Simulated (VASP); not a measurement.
Data:

```
CELL_PARAMETERS angstrom
      3.95734    -2.15500     0.00000
      3.95734     2.15500     0.00000
      2.78382     0.00000     3.54329
ATOMIC_POSITIONS crystal
  Sb 0.23350 0.23350 0.23350
  Sb 0.76650 0.76650 0.76650
```

These are RPBE GGA, VASP's PBE PAW potentials (set 64) (plane waves; VASP 6.6.1) values and carry that method's errors. Numerical set-up: 520 eV cut-off, 9×9×9 Γ-centred mesh, first-order Methfessel-Paxton smearing of 0.10 eV, potentials Sb.

Energy and stress use the plane-wave basis of the starting cell.

Problem. The ions, cell shape and volume are relaxed. Predict the relaxed structure.

Solution. 
```
CELL_PARAMETERS angstrom
      4.14354    -2.20244     0.03281
      4.14354     2.20244     0.03281
      2.94419     0.00000     3.65411
ATOMIC_POSITIONS crystal
  Sb 0.23109 0.23109 0.23109
  Sb 0.76891 0.76891 0.76891
```
Space group R-3m (166), at a tolerance of 0.03 Å.

Problem. How do energy and volume change from the first to the last step?

Solution. The energy (σ→0) changes by -29.9 meV/atom and the volume by +9.7 %, in 10 ionic steps.

```json
[
 {"step": "1", "E(σ→0) (eV)": "-7.5046", "max force (eV/Å)": "0.241", "pressure (GPa)": "4.10", "volume (Å³)": "60.43"},
 {"step": "2", "E(σ→0) (eV)": "-7.5387", "max force (eV/Å)": "0.372", "pressure (GPa)": "-1.84", "volume (Å³)": "67.46"},
 {"step": "3", "E(σ→0) (eV)": "-7.5574", "max force (eV/Å)": "0.164", "pressure (GPa)": "0.09", "volume (Å³)": "64.67"},
 {"step": "4", "E(σ→0) (eV)": "-7.5597", "max force (eV/Å)": "0.121", "pressure (GPa)": "0.07", "volume (Å³)": "64.93"},
 {"step": "5", "E(σ→0) (eV)": "-7.5628", "max force (eV/Å)": "0.009", "pressure (GPa)": "0.05", "volume (Å³)": "65.59"},
 {"step": "6", "E(σ→0) (eV)": "-7.5630", "max force (eV/Å)": "0.029", "pressure (GPa)": "0.05", "volume (Å³)": "65.80"},
 {"step": "7", "E(σ→0) (eV)": "-7.5641", "max force (eV/Å)": "0.009", "pressure (GPa)": "-0.03", "volume (Å³)": "66.09"},
 {"step": "8", "E(σ→0) (eV)": "-7.5644", "max force (eV/Å)": "0.013", "pressure (GPa)": "-0.10", "volume (Å³)": "66.39"},
 {"step": "9", "E(σ→0) (eV)": "-7.5643", "max force (eV/Å)": "0.022", "pressure (GPa)": "0.18", "volume (Å³)": "66.08"},
 {"step": "10", "E(σ→0) (eV)": "-7.5645", "max force (eV/Å)": "0.001", "pressure (GPa)": "0.01", "volume (Å³)": "66.27"}
]
```

The compound is Sb in the a7 structure. This run relaxes it. Symmetry was kept, so distortions that lower it aren't found.
